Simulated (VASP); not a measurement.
Given:

```yaml
crystal:
  lattice:
    - [3.35752, 0.00000, 0.00000]
    - [0.00000, 3.35752, 0.00000]
    - [0.00000, 0.00000, 3.35752]
  atoms:
    - { symbol: Y, position: [0.00000, 0.00000, 0.00000] }
    - { symbol: S, position: [0.50000, 0.50000, 0.50000] }
```

Level of theory: PBEsol GGA, VASP's PBE PAW potentials (set 64) (plane waves; VASP 6.6.1). Run with 400 eV cut-off, Gaussian smearing of 0.050 eV, potentials Y_sv S.

**Question.** Give the energies of bands 6 to 11 at the high-symmetry points, in eV from the Fermi level.

**Answer.** 
```
band      Γ      X      M      R
----  -----  -----  -----  -----
6     -2.43  -7.13  -5.08  -6.33
7     -2.43  -3.18  -5.08  -6.33
8     -2.43  -3.18  -1.80  -6.33
9     -1.61  -0.30  -1.22   4.05
10    -1.61   4.50   1.63   4.05
11     2.29   4.56   1.63   4.05
```

It has no gap at this level: it comes out as a metal or semimetal.

The structure was generated: YS was put into the CsCl type type (Pm-3m), which need not be its known phase. It was relaxed first, which changed the volume by -33 %. The electron count is odd and the run is not spin-polarised, which forces a metal.
